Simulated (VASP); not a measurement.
Level of theory: PBEsol GGA, VASP's PBE PAW potentials (set 64) (plane waves; VASP).

The input files of a VASP run:

**INCAR**
```
SYSTEM  =  NiSb
PREC  =  Accurate; ENCUT  =  400; LREAL  =  .FALSE.
LASPH  =  .TRUE.
EDIFF  =  1E-6; NELM  =  100; ALGO  =  Normal
LMAXMIX  =  4
ISMEAR  =  1; SIGMA  =  0.1
GGA  =  PS
MAGMOM  =  2.0 2.0 0.0 0.0
ISPIN  =  2
IBRION  =  2; NSW  =  60; ISIF  =  3
EDIFFG  =  -0.02
LWAVE  =  .FALSE.; LCHARG  =  .FALSE.; LORBIT  =  10
```

POSCAR:
```
NiSb
1.0
  3.9036338847   0.0000000000   0.0000000000
 -1.9518169424   3.3806459072   0.0000000000
  0.0000000000   0.0000000000   5.0964321821
Ni Sb
2 2
direct
  0.0000000000   0.0000000000   0.0000000000
  0.0000000000   0.0000000000   0.5000000000
  0.3333330000   0.6666670000   0.2500000000
  0.6666670000   0.3333330000   0.7500000000
```

KPOINTS:
```
kpoints
0
gamma
  8 8 6
```

POTCAR, in this order: Ni Sb (PBE.64 set). Program: vasp_std.

Task: What will the output report for the number of irreducible k-points (NKPTS), number of bands (NBANDS), largest plane-wave count, number of space-group operations, FFT grid (NGX, NGY, NGZ)?

Result: 
```
Property                                       Value
--------------------------------------  ------------
number of irreducible k-points (NKPTS)            40
number of bands (NBANDS)                          21
largest plane-wave count                        1237
number of space-group operations                  24
FFT grid (NGX, NGY, NGZ)                28 × 28 × 36
```

The structure was generated: NiSb was put into the NiAs type type (P6_3/mmc), which need not be its known phase. This run relaxes it. Symmetry was kept, so distortions that lower it aren't found. The start is the result of an earlier pass.
